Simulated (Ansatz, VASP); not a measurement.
**Be3Ag: VASP beside Ansatz**

```xyz
4
Lattice="3.4872 0.0000 0.0000 0.0000 3.4872 0.0000 0.0000 0.0000 3.4872" Properties=species:S:1:pos:R:3 pbc="T T T"
Be    0.0000    1.7436    1.7436
Be    1.7436    0.0000    1.7436
Be    1.7436    1.7436    0.0000
Ag    0.0000    0.0000    0.0000
```

Alike in both runs: functional PBE; k mesh 14 × 14 × 14; occupations gaussian, width 0.1 eV; no spin polarisation.

Ansatz relaxed the structure, and its values are those at the end. VASP's run is a single point on that final structure, the one shown.

|  | VASP | Ansatz |
| --- | --- | --- |
| version | VASP 6.6.1 | Ansatz 0.2.0 |
| potentials or method | VASP PAW PBE potentials, release 64 (Be, Ag) | scalar-relativistic, plane waves, PAW |
| plane-wave cutoff (eV) | 520 | 420 |
| valence electrons in the cell | 17 | 25 |

```csv
,VASP,Ansatz,Ansatz less VASP
gap on the k mesh at the Fermi level (eV),none,none,-
pressure (GPa),-0.1,0.0,+0.08
```

A gap of «none» marks a metal or a gap that the smearing closes. The two sets of potentials don't hold the same shells in valence.
